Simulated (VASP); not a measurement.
Consider the following.

```
CaZn2Si2
1.0
   -2.09018     2.09018     5.02556
    2.09018    -2.09018     5.02556
    2.09018     2.09018    -5.02556
Ca Zn Si
1 2 2
Direct
  0.00000   0.00000   0.00000
  0.25000   0.75000   0.50000
  0.75000   0.25000   0.50000
  0.61590   0.61590   0.00000
  0.38410   0.38410   0.00000
```

Computed with PBEsol GGA, VASP's PBE PAW potentials (set 64) (plane waves; VASP). Numerical set-up: 400 eV cut-off, 12×12×12 Γ-centred mesh, tetrahedra with Blöchl corrections, potentials Ca_sv Zn Si.

Task: Predict the energy per atom (σ→0), band gap (on the k-mesh) with the smallest direct gap where there is one.

Result: 
| Property | Value |
|---|---|
| band gap (on the k-mesh) | none (metal, semimetal or under 0.01 eV) |
| energy per atom (σ→0) | -3.687 eV/atom |

Only differences to runs with the same potentials and settings are physical.

The structure comes from a computed database's CaZn2Si2 entry (I4/mmm); how it stands against other phases isn't given here. It was relaxed first.
